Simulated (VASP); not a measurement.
```
Fe
1.0
   -1.41059     1.41059     1.41059
    1.41059    -1.41059     1.41059
    1.41059     1.41059    -1.41059
Fe
1
Direct
  0.00000   0.00000   0.00000
```
Starting moments (μB, in the order of the record's atoms Fe): 2.1.

Level of theory: optB88-vdW, VASP's PBE PAW potentials (set 64) (plane waves; VASP 6.6.1). Settings: 520 eV cut-off, 18×18×18 Γ-centred mesh, first-order Methfessel-Paxton smearing of 0.10 eV, potentials Fe.

Task: Give the energy at these volumes per atom, relative to the lowest: 10.53, 10.86, 11.20, 11.54, 11.87 Å³.

Result: 30.5, 7.6, 0.0, 4.9, 21.1 meV/atom. A third-order Birch-Murnaghan fit gives B0 = 202 GPa and B0′ = 4.1.

Measured: bulk modulus 174 GPa at 0 K (computed value off by +16.1 %), as given by H. Levämäki et al., Physical Review B (2014), arXiv:1402.3671 [corrected for temperature and zero-point phonon effects]; a 2.853 Å at 0 K (computed value off by -1.1 %), as given by Daniel Mejia-Rodriguez et al., Physical Review B (2018), arXiv:1807.09216 [static lattice: zero-point anharmonic expansion removed].

The compound is Fe in the bcc structure. It was relaxed first, which changed the volume by -5 %.
